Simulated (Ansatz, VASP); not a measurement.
# Na2Sb in two plane-wave programs, part 2 of 2

Wanted: the spread between two codes on one cell, functional and k mesh. The cell is generated by rule, not measured, and may not be a known phase. The cell is taken from a series of VASP runs on this material, whose earlier steps may have relaxed, scaled or displaced it; both programs get it as it stands.

VASP 6.6.1 and Ansatz 0.2.0.

So far: The structure; Ansatz: band structure, LDA; VASP: band structure, LDA; Comparison.

### Step 5. VASP: band structure, LDA, spin-orbit coupling

Level of this step: LDA, spin-orbit coupling; plane waves and PAW (Na_pv, Sb); invented cell (VASP).

With cell and atoms fixed, the geometry can't cause a difference; cores, projectors, grids and the points listed under the comparison can.

INCAR

```
SYSTEM = Na2Sb
PREC = Accurate
ENCUT = 400
EDIFF = 1E-06
NELM = 100
ISMEAR = 1
SIGMA = 0.2
LREAL = .FALSE.
ALGO = Normal
GGA = CA
LNONCOLLINEAR = .TRUE.
MAGMOM = 0 0 0 0 0 0 0 0 0
NBANDS = 30
GGA_COMPAT = .FALSE.
LASPH = .TRUE.
LSORBIT = .TRUE.
LORBIT = 11
LWAVE = .FALSE.
LCHARG = .FALSE.
```

POSCAR

```
Na2Sb
1.0
    5.2340367641      0.0000000000      0.0000000000
    0.0000000000      5.2340367641      0.0000000000
    0.0000000000      0.0000000000      3.3701280977
Na Sb
2 1
Direct
    0.5000000000      0.0000000000      0.5000000000
    0.0000000000      0.5000000000      0.5000000000
    0.0000000000      0.0000000000      0.0000000000
```

KPOINTS

```
Automatic mesh
0
Gamma
4 4 5
0 0 0
```

KPOINTS_OPT

```
Line mode
16
Line-mode
Reciprocal
  0.00000000   0.00000000   0.00000000 GAMMA
  0.00000000   0.50000000   0.00000000 X

  0.00000000   0.50000000   0.00000000 X
  0.50000000   0.50000000   0.00000000 M

  0.50000000   0.50000000   0.00000000 M
  0.00000000   0.00000000   0.00000000 GAMMA

  0.00000000   0.00000000   0.00000000 GAMMA
  0.00000000   0.00000000   0.50000000 Z

  0.00000000   0.00000000   0.50000000 Z
  0.00000000   0.50000000   0.50000000 R

  0.00000000   0.50000000   0.50000000 R
  0.50000000   0.50000000   0.50000000 A

  0.50000000   0.50000000   0.50000000 A
  0.00000000   0.00000000   0.50000000 Z

  0.00000000   0.50000000   0.00000000 X
  0.00000000   0.50000000   0.50000000 R

  0.50000000   0.50000000   0.00000000 M
  0.50000000   0.50000000   0.50000000 A
```

PAW data sets: Na_pv and Sb (LDA family, release 64).

Run with:

```
> mpirun -np 1 vasp_ncl
```

Numbers of over 12 decimals in the logs are rounded to 6 here.

The program printed:

```text
[... set-up lines as in an earlier step ...]
 entering main loop
       N       E                     dE             d eps       ncg     rms          rms(c)
DAV:   1     0.145369703981E+03    0.14537E+03   -0.81037E+03  1096   0.998E+02
DAV:   2     0.118901943870E+01   -0.14418E+03   -0.14108E+03  1208   0.305E+02
DAV:   3    -0.882376610989E+01   -0.10013E+02   -0.98826E+01  1298   0.961E+01
DAV:   4    -0.907424845870E+01   -0.25048E+00   -0.24931E+00  1216   0.147E+01
[...]
DAV:  12    -0.862087980360E+01   -0.24565E-04   -0.76258E-05  1140   0.576E-02    0.693E-03
DAV:  13    -0.862088216401E+01   -0.23604E-05   -0.16769E-05  1062   0.167E-02    0.921E-03
DAV:  14    -0.862088218233E+01   -0.18317E-07   -0.27469E-06  1026   0.145E-02
   1 F= -.86208822E+01 E0= -.86198469E+01  d E =-.310571E-02  mag=    -0.0000    -0.0000    -0.0000
 Start KPOINTS_OPT (optional k-point list driver)
k-point batch [1-18\144]
       N       E                     dE             ncg
DAV:   1    -0.236543441483E+04   -0.42321E+04     1160
DAV:   2    -0.479637728675E+04   -0.24309E+04     1180
DAV:   3    -0.495625040188E+04   -0.15987E+03     1310
DAV:   4    -0.495983317292E+04   -0.35828E+01     1218
DAV:   5    -0.495994138881E+04   -0.10822E+00     1440
DAV:   6    -0.495994371207E+04   -0.23233E-02     1310
DAV:   7    -0.495994381184E+04   -0.99773E-04     1500
DAV:   8    -0.495994381251E+04   -0.67287E-06      974
[...]
k-point batch [127-144\144]
       N       E                     dE             ncg
DAV:   1    -0.233743870735E+04   -0.10915E+05     1128
DAV:   2    -0.479451463895E+04   -0.24571E+04     1162
DAV:   3    -0.495684487570E+04   -0.16233E+03     1314
DAV:   4    -0.496047745269E+04   -0.36326E+01     1334
DAV:   5    -0.496057940941E+04   -0.10196E+00     1500
DAV:   6    -0.496058173111E+04   -0.23217E-02     1372
DAV:   7    -0.496058184598E+04   -0.11487E-03     1628
DAV:   8    -0.496058184643E+04   -0.45076E-06     1052
```

OUTCAR, selected parts (step 5):

```text
  Total        0.3765202      0.3765202     -0.5404555      0.0000000     -0.0000000      0.0000000
  in kB        6.5339976      6.5339976     -9.3788706      0.0000000     -0.0000000      0.0000000
  external PRESSURE =       1.2297082 kB  Pullay stress =       0.0000000 kB

  FREE ENERGIE OF THE ION-ELECTRON SYSTEM (eV)
  ---------------------------------------------------
  free  energy   TOTEN  =        -8.6208821823 eV

  energy  without entropy=       -8.6177764729  energy(sigma->0) =       -8.61984695

 magnetization (x)
# of ion       s       p       d       tot
------------------------------------------
    1        0.000   0.000   0.000   0.000
    2        0.000  -0.000   0.000  -0.000
    3        0.000   0.000   0.000   0.000
--------------------------------------------------
tot          0.000  -0.000   0.000   0.000

 magnetization (y)
# of ion       s       p       d       tot
------------------------------------------
    1        0.000   0.000   0.000   0.000
    2       -0.000   0.000   0.000  -0.000
    3        0.000  -0.000  -0.000   0.000
--------------------------------------------------
tot          0.000  -0.000  -0.000   0.000

 magnetization (z)
# of ion       s       p       d       tot
------------------------------------------
    1        0.000   0.000   0.000   0.000
    2        0.000   0.000   0.000   0.000
    3        0.000  -0.000   0.000  -0.000
--------------------------------------------------
tot          0.000  -0.000   0.000  -0.000

[... 2 parts as in an earlier step ...]

[... 2 further parts left out ...]
[key lines of the parts left out:]
E-fermi :   2.3866
```

The run ends at a pressure of 0.12 GPa.

### Step 6. Ansatz: band structure, LDA, spin-orbit coupling

The same cell, functional (in two slightly different forms), mesh and smearing now go to Ansatz, which takes its cutoff from its data sets.

The cell is taken from a series of VASP runs on this material, whose earlier steps may have relaxed, scaled or displaced it; both programs get it as it stands.

input.yaml

```yaml
crystal:
  lattice:
    - [5.2340367641, 0.0, 0.0]
    - [0.0, 5.2340367641, 0.0]
    - [0.0, 0.0, 3.3701280977]
  atoms:
    - { symbol: Na, position: [0.5, 0.0, 0.5] }
    - { symbol: Na, position: [0.0, 0.5, 0.5] }
    - { symbol: Sb, position: [0.0, 0.0, 0.0] }
hamiltonian:
  xc: lda
  pseudopotentials: { kind: paw_fr }
magnetization:
  noncollinear: true
  spin_orbit: true
kpoints:
  mp_grid: { grid: [4, 4, 5] }
  band_path:
    path:
      - [0.0, 0.0, 0.0]
      - [0.0, 0.13333, 0.0]
      - [0.0, 0.3, 0.0]
      - [0.0, 0.46667, 0.0]
      - [0.1, 0.5, 0.0]
      - [0.26667, 0.5, 0.0]
      - [0.43333, 0.5, 0.0]
      - [0.43333, 0.43333, 0.0]
      - [0.26667, 0.26667, 0.0]
      - [0.1, 0.1, 0.0]
      - [0.0, 0.0, 0.03333]
      - [0.0, 0.0, 0.2]
      - [0.0, 0.0, 0.36667]
      - [0.0, 0.0, 0.5]
      - [0.0, 0.16667, 0.5]
      - [0.0, 0.3, 0.5]
      - [0.0, 0.46667, 0.5]
      - [0.1, 0.5, 0.5]
      - [0.26667, 0.5, 0.5]
      - [0.43333, 0.5, 0.5]
      - [0.43333, 0.43333, 0.5]
      - [0.26667, 0.26667, 0.5]
      - [0.1, 0.1, 0.5]
      - [0.0, 0.5, 0.03333]
      - [0.0, 0.5, 0.2]
      - [0.0, 0.5, 0.36667]
      - [0.5, 0.5, 0.0]
      - [0.5, 0.5, 0.16667]
      - [0.5, 0.5, 0.33333]
      - [0.5, 0.5, 0.5]
    npoints: 1
scf:
  occupations: { method: methfessel_paxton, width: 0.2 }
  n_extra_bands: 14
output:
  forces: true
  stress: true
  eigenvalues: true
  write_density: true
  write_potential: true
  elf: true
  volumetric_format: npy
```

Run with:

```
> ansatz run input.yaml --threads 2 --pin off --max-ram 4608MiB --backend cpu --events-out ev --progress --plain --runs-dir out
```

The program printed:

```text
[...]
non-collinear run that drives no moment, with spin-orbit: no starting moment large enough to seed its density (crystal.atoms[].spin), no starting occupations that ask for one, no magnetisation constraint and no magnetic field, so the semilocal B_xc is pinned to zero
Crystal: 3 atoms, lattice volume = 92.325 Å³
Basis set: ecut = 420 eV, 1843 PW (Γ)
[...]
k-point 0: bands = [... 29 lower, 2.3825, 2.7188, 2.7188, 4.1511, 4.1511, 6.6100, 6.6100, 7.5279, ... 10 higher]
  k-point 1: bands = [... 29 lower, 2.7769, 3.1555, 3.1555, 4.2276, 4.2276, 4.8216, 4.8216, 7.1115, ... 10 higher]
  k-point 2: bands = [... 29 lower, 1.0135, 3.7986, 3.7986, 4.1834, 4.1834, 6.2755, 6.2755, 8.3441, ... 10 higher]
  k-point 17: bands = [... 29 lower, 1.3750, 2.9568, 2.9568, 3.2226, 3.2226, 6.5057, 6.5057, 7.4886, ... 10 higher]
[key lines of the parts left out:]
SCF converged after 10 iterations
Magnetization: |M| = 0.0000 μB,  M = (+0.0000, +0.0000, +0.0000) μB
Free energy (F): -9272.230076 eV
Fermi energy:    4.358814 eV
P = ⅓ Tr σ = 0.2088 GPa (2.088 kbar)
```

Elapsed: 10 s, on 2 threads of Intel Xeon 6975P-C (Granite Rapids), shared host; peak memory 0.61 GiB.

### Step 7. Differences

What differs besides the data sets and the points named for the pairs above, as far as they apply: spin-orbit coupling enters by fully relativistic files in Ansatz and inside the spheres in VASP; the data sets hold 33 valence electrons in Ansatz (fully relativistic PAW (standard-fr) files) and 19 in VASP. Total energies have different zeros and are not compared.

The two programs side by side:

```
      quantity  Ansatz  VASP  difference
pressure (GPa)    0.21  0.12       +0.09
```

Levels from 3 eV below to 2 eV above the Fermi level differ by 10 meV r.m.s. and 21 meV at most; each VASP level is matched to the nearest of Ansatz, which flatters the figure a little.

### Step 8. What came out

```json
{
 "r.m.s. difference of levels near the Fermi level (band structure, LDA)": "6.1 meV",
 "r.m.s. difference of levels near the Fermi level (band structure, LDA, spin-orbit coupling)": "9.7 meV"
}
```

**Reading.** The r.m.s. difference of levels near the Fermi level is 9.7 meV (band structure, LDA, spin-orbit coupling), within the 80 meV picked in this series as the mark of a large difference. How closely two codes agree says nothing of how well the functional describes the real material.

[Lines on the potential files, build, host, timing and source positions are cut from VASP's logs without a mark.]

[Logs are printed without paths, hosts, clocks, repeated set-up lines and the standing remarks that a program may print on its own settings, such as how far it seeks lower states.]

[Hosts, paths, dates, database ids (printed as entryN), source tags and the programs' standing remarks are cut or masked in the printed files.]
